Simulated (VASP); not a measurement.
# A slab model of the (1 1 0) face of BiTe

Aim: model the (1 1 0) face of BiTe by a slab and find how far its highest filled level lies below the vacuum. The start is a cell from a database of measured crystal structures.

Calculated with VASP 6.6.1; PBE; plane waves and PAW (Bi, Te).

## (1) The starting structure

The structure is cubic, space group Fm-3m (No. 225). Conventional cell: a = 6.470 Å, b = 6.470 Å, c = 6.470 Å, α = 90.00°, β = 90.00°, γ = 90.00°. Nearest to Bi lie 6 Te at 3.23 Å. Te has 6 Bi at 3.23 Å nearest. Farther neighbours and most contacts between anions are not listed.

Structure file:

```xyz
2
Lattice="0.0000 3.2350 3.2350 3.2350 0.0000 3.2350 3.2350 3.2350 0.0000" Properties=species:S:1:pos:R:3 pbc="T T T"
Bi    0.0000    0.0000    0.0000
Te    3.2350    3.2350    3.2350
```

## (2) The bulk reference

The surface energy counts from the bulk crystal, run with the slab's cutoff and functional on a dense mesh.

Contents of INCAR:

```
SYSTEM = BiTe
PREC = Normal
ENCUT = 300
EDIFF = 1E-05
NELM = 120
ISMEAR = 0
SIGMA = 0.05
LREAL = .FALSE.
ALGO = Fast
GGA = PE
NBANDS = 11
LORBIT = 11
LWAVE = .FALSE.
LCHARG = .FALSE.
KPAR = 2
```

Contents of POSCAR:

```
BiTe
1.0
    0.0000000000      3.2350000000      3.2350000000
    3.2350000000      0.0000000000      3.2350000000
    3.2350000000      3.2350000000      0.0000000000
Bi Te
1 1
Direct
    0.0000000000      0.0000000000      0.0000000000
    0.5000000000      0.5000000000      0.5000000000
```

Contents of KPOINTS:

```
Automatic mesh
0
Gamma
11 11 11
0 0 0
```

The projector-augmented-wave data sets are Bi and Te (PBE family, release 64).

Started as:

```console
$ mpirun -np 2 vasp_std
```

The program printed:

```text
[banner, memory and clock lines left out]
running    2 mpi-ranks, on    1 nodes
 distrk:  each k-point on    1 cores,    2 groups
 distr:  one band on    1 cores,    1 groups

 POSCAR found type information on POSCAR BiTe
 POSCAR found :  2 types and       2 ions
 LDA part: xc-table for (Slater+PW92), standard interpolation
 POSCAR, INCAR and KPOINTS ok, starting setup
 FFT: planning ... GRIDC
 FFT: planning ... GRID_SOFT
 FFT: planning ... GRID
 WAVECAR not read
 entering main loop
       N       E                     dE             d eps       ncg     rms          rms(c)
DAV:   1     0.241165369084E+02    0.24117E+02   -0.28393E+03  1232   0.474E+02
DAV:   2    -0.584962450979E+01   -0.29966E+02   -0.28811E+02  1816   0.902E+01
DAV:   3    -0.717033933568E+01   -0.13207E+01   -0.12851E+01  1529   0.202E+01
DAV:   4    -0.718855273900E+01   -0.18213E-01   -0.18210E-01  1450   0.309E+00
DAV:   5    -0.718900057788E+01   -0.44784E-03   -0.44784E-03  1462   0.464E-01    0.668E+00
RMM:   6    -0.716359873411E+01    0.25402E-01   -0.36125E-02  1238   0.812E-01    0.391E+00
RMM:   7    -0.716647045573E+01   -0.28717E-02   -0.16084E-02  1291   0.638E-01    0.669E-01
RMM:   8    -0.716610168053E+01    0.36878E-03   -0.26046E-03  1314   0.303E-01    0.465E-02
RMM:   9    -0.716616914135E+01   -0.67461E-04   -0.49082E-04  1586   0.127E-01    0.348E-02
RMM:  10    -0.716617647174E+01   -0.73304E-05   -0.91695E-05  1450   0.524E-02
   1 F= -.71661765E+01 E0= -.71652034E+01  d E =-.194614E-02
```

It took 5.4 s on 2 MPI ranks of Intel Xeon Platinum 8488C (Sapphire Rapids), shared host; peak memory 0.25 GiB; 9.5 s of CPU time.

The logs omit lines about the potential files and the build; timing stands in the text.

From OUTCAR (step 2):

```text
ion  position               nearest neighbor table
   1  0.000  0.000  0.000-   2 3.23   2 3.23   2 3.23   2 3.23   2 3.23   2 3.23
   2  0.500  0.500  0.500-   1 3.23   1 3.23   1 3.23   1 3.23   1 3.23   1 3.23

  LATTYP: Found a face centered cubic cell.
 ALAT       =     6.4700000000

 Subroutine GETGRP returns: Found 48 space group operations
 (whereof 48 operations were pure point group operations)

The static configuration has the point symmetry O_h .

 Found     56 irreducible k-points:

   k-points           NKPTS =     56   k-points in BZ     NKDIM =     56   number of bands    NBANDS=     11

   dimension x,y,z NGX =    20 NGY =   20 NGZ =   20
   dimension x,y,z NGXF=    40 NGYF=   40 NGZF=   40

   ENCUT  =  300.0 eV  22.05 Ry    4.70 a.u.   6.46  6.46  6.46*2*pi/ulx,y,z

   NELECT =      11.0000    total number of electrons

 k-points in reciprocal lattice and weights: Automatic mesh
   0.00000000  0.00000000  0.00000000       0.001
   0.09090909  0.00000000  0.00000000       0.006
   0.18181818  0.00000000  0.00000000       0.006
   0.27272727  0.00000000  0.00000000       0.006
   0.36363636  0.00000000  0.00000000       0.006
   0.45454545  0.00000000  0.00000000       0.006
   0.09090909  0.09090909  0.00000000       0.005
   0.18181818  0.09090909  0.00000000       0.018
   0.27272727  0.09090909  0.00000000       0.018
[...]
-0.36363636  0.45454545  0.18181818       0.018
  -0.27272727  0.45454545  0.18181818       0.018

 average (electrostatic) potential at core
       1 -61.4569       2 -88.9048

 E-fermi :   6.0631

 k-point     1 :       0.0000    0.0000    0.0000
  band No.  band energies     occupation
      1      -7.4423      2.00000
      2      -2.0453      2.00000
      3       3.5351      2.00000
      4       3.5351      2.00000
      5       3.5351      2.00000
      6       8.2366      0.00000
      7       8.2366      0.00000
      8       8.2366      0.00000
      9      10.7311      0.00000
     10      10.7311      0.00000
    ...

 k-point     2 :       0.0909    0.0000    0.0000
  band No.  band energies     occupation
      1      -7.3683      2.00000
      2      -2.2321      2.00000
      3       3.5588      2.00000
      4       3.5588      2.00000
      5       3.6125      2.00000
      6       7.8727      0.00000
      7       7.9378      0.00000
      8       7.9378      0.00000
      9      10.6229      0.00000
     10      10.8788      0.00000
    ...

 k-point     3 :       0.1818    0.0000    0.0000
  band No.  band energies     occupation
      1      -7.1483      2.00000
      2      -2.7327      2.00000
      3       3.6337      2.00000
      4       3.6337      2.00000
      5       3.7983      2.00000
      6       7.1321      0.00000
      7       7.2781      0.00000
      8       7.2781      0.00000
      9      10.6392      0.00000
     10      11.3055      0.00000
    ...

  Total        0.2819530      0.2819530      0.2819530      0.0000000     -0.0000000      0.0000000
  in kB        6.6716677      6.6716677      6.6716677      0.0000000     -0.0000000      0.0000000
  external PRESSURE =       6.6716677 kB  Pullay stress =       0.0000000 kB

  energy-cutoff  :      300.00
  volume of cell :       67.71
      direct lattice vectors                 reciprocal lattice vectors
     0.000000000  3.235000000  3.235000000    -0.154559505  0.154559505  0.154559505
     3.235000000  0.000000000  3.235000000     0.154559505 -0.154559505  0.154559505
     3.235000000  3.235000000  0.000000000     0.154559505  0.154559505 -0.154559505

 POSITION                                       TOTAL-FORCE (eV/Angst)
 -----------------------------------------------------------------------------------
      0.00000      0.00000      0.00000         0.000000     -0.000000     -0.000000
      3.23500      3.23500      3.23500        -0.000000      0.000000      0.000000
 -----------------------------------------------------------------------------------
    total drift:                                0.000000      0.000000      0.000000

  FREE ENERGIE OF THE ION-ELECTRON SYSTEM (eV)
  ---------------------------------------------------
  free  energy   TOTEN  =        -7.1661764717 eV

  energy  without entropy=       -7.1642303361  energy(sigma->0) =       -7.16520340

 total charge
# of ion       s       p       d       tot
------------------------------------------
    1        1.776   1.697   0.085   3.558
    2        1.417   1.869   0.037   3.323
--------------------------------------------------
tot          3.194   3.566   0.122   6.881

[... 3 further parts left out ...]
```

This run has no spin polarisation. Its electron count is odd, so without a moment it is a metal by construction. The data set Bi keeps the semicore shell frozen, which is cheaper and a little less accurate.

This step gave:

```
electronic cycles                               : 10
electrons                                       : 11
free energy (TOTEN)                             : -7.166 eV
energy at zero smearing                         : -7.165 eV
Fermi energy                                    : 6.063 eV
labelled metallic, from the levels on this mesh : yes
```

Semilocal functionals make gaps too small and can close small ones, so a metal at this level may be a semiconductor in fact.

Energy at zero smearing: -7.16520 eV.

(Part 1 of 4 ends here.)

[Lines on the potential files, build, host, timing and source positions are cut from VASP's logs without a mark.]

[Logs are printed without paths, hosts, clocks, repeated set-up lines and the standing remarks that a program may print on its own settings, such as how far it seeks lower states.]

[Hosts, paths, dates, database ids (printed as entryN), source tags and the programs' standing remarks are cut or masked in the printed files.]

[In band tables of VASP the shares of atoms and orbitals are scaled to a sum of 1 inside the atoms' spheres.]

[Runs that stopped without an error message from VASP are left out.]
